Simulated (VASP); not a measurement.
These are r2SCAN meta-GGA, VASP's PBE PAW potentials (set 64) (plane waves; VASP) values and carry that method's errors.

Gaps are without spin-orbit coupling.

```json
{
  "volume_per_atom": "20.25 Å³/atom",
  "band gap (over mesh and band path)": "0.98 eV",
  "smallest direct gap (over mesh and band path)": "2.50 eV"
}
```

**Question.** Which relaxed crystal gives these values?
A. AgCl, Cmcm (63)
B. AlN, Fm-3m (225)
C. BaTiO3, Pm-3m (221)
D. NaLiZnS2, P3m1 (156)

**Answer.** A, AgCl, Cmcm (63)
